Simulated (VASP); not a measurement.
A VASP calculation is set up with these files.

POSCAR:
```
AgI
1
    0.0000000000     3.2448917507     3.2448917507
    3.2448917507     0.0000000000     3.2448917507
    3.2448917507     3.2448917507     0.0000000000
Ag I
1 1
Direct
  0.0000000000   0.0000000000   0.0000000000
  0.2500000000   0.2500000000   0.2500000000
```

KPOINTS:
```
Automatic
0
Gamma
 6 6 6
```

**INCAR**
```
# general
SYSTEM   = AgI
PREC     = Accurate
ENCUT    = 520   # plane-wave cut-off (eV)
LREAL    = .False.
LASPH    = .True.   # aspherical one-centre terms
ISYM     = 3

# electronic loop
EDIFF    = 1E-6   # SCF stop (eV)
NELM     = 60   # most electronic steps
ALGO     = Normal
LMAXMIX  = 4   # l cut-off of mixed one-centre charges

# smearing
ISMEAR   = 0   # Gaussian
SIGMA    = 0.05   # width (eV)

# functional
GGA      = PE
LHFCALC  = .True.
AEXX     = 0.25
HFRCUT   = -1
PRECFOCK = Fast

# ions
ISIF     = 2

# output
LWAVE    = .False.
LCHARG   = .False.
```

POTCAR, in this order: Ag I (PBE.64 set). Program: vasp_std. Read from the step before: WAVECAR.

Task: Translate this PBE0 calculation to Quantum ESPRESSO's pw.x.

Result: One equivalent input (not run):
```
&CONTROL
  calculation = 'scf'
  pseudo_dir = './pseudo'
  outdir = './out'
  tprnfor = .true.
  tstress = .false.
/
&SYSTEM
  ibrav = 0
  nat = 2
  ntyp = 2
  ecutwfc = 82
  occupations = 'smearing'
  smearing = 'gaussian'
  degauss = 0.003675
  input_dft = 'pbe0'
  nqx1 = 6
  nqx2 = 6
  nqx3 = 6
/
&ELECTRONS
  conv_thr = 7.3e-08
  electron_maxstep = 60
/
ATOMIC_SPECIES
  Ag 107.868 Ag.upf
  I 126.904 I.upf
CELL_PARAMETERS angstrom
     0.0000000    3.2448918    3.2448918
     3.2448918    0.0000000    3.2448918
     3.2448918    3.2448918    0.0000000
ATOMIC_POSITIONS crystal
  Ag   0.0000000  0.0000000  0.0000000
  I    0.2500000  0.2500000  0.2500000
K_POINTS automatic
  6 6 6 0 0 0
```
The two are equivalent in intent, not identical: the potentials are each code's own (VASP's PAW set, PseudoDojo norm-conserving files in pw.x), so ENCUT and ecutwfc are chosen apart and not converted; conv_thr bounds pw.x's estimated SCF error, while EDIFF bounds the energy change between steps; the singularity of exact exchange is treated differently by default.

The compound is AgI in the zinc blende structure, whereas wurtzite is the usual form. This cell is one point of a volume scan, at 0.94 of the reference volume.
